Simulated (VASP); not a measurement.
Here is the system:

```cif
data_SZn
_chemical_formula_sum 'Zn1 S1'
_space_group_name_H-M_alt 'P 1'
_space_group_IT_number 1
_cell_length_a 3.83713
_cell_length_b 3.83713
_cell_length_c 3.83713
_cell_angle_alpha 60.000
_cell_angle_beta 60.000
_cell_angle_gamma 60.000
loop_
_space_group_symop_operation_xyz
  'x, y, z'
loop_
_atom_site_label
_atom_site_type_symbol
_atom_site_fract_x
_atom_site_fract_y
_atom_site_fract_z
_atom_site_occupancy
Zn1 Zn 0.00000 0.00000 0.00000 1
S1 S 0.25000 0.25000 0.25000 1
```

Method: HSE06 screened hybrid, VASP's PBE PAW potentials (set 64) (plane waves; VASP). Numerical set-up: 520 eV cut-off, 6×6×6 Γ-centred mesh, Gaussian smearing of 0.050 eV, potentials Zn S.

Task: Give the energy at these volumes per atom, relative to the lowest: 18.39, 18.99, 19.60, 20.20, 20.81 Å³.

Result: 33.7, 11.9, 1.2, 0.0, 7.3 meV/atom. A third-order Birch-Murnaghan fit gives B0 = 76.5 GPa and B0′ = 3.7.

Measured: bulk modulus 77.1 GPa (computed value off by -0.8 %), as given by Cormac Toher et al., Physical Review Materials (2017), arXiv:1611.05714; a 5.410 Å (computed value off by +0.3 %), as given by Martin Albrecht et al., Physical review. B, Condensed matter (1997), arXiv:cond-mat/9706128. The calculation is for a static lattice, while the measured bulk modulus, a hold thermal and zero-point effects, which are part of the difference.

The compound is ZnS in the zinc blende structure. It was relaxed first. The cell's shape comes from a PBE relaxation.
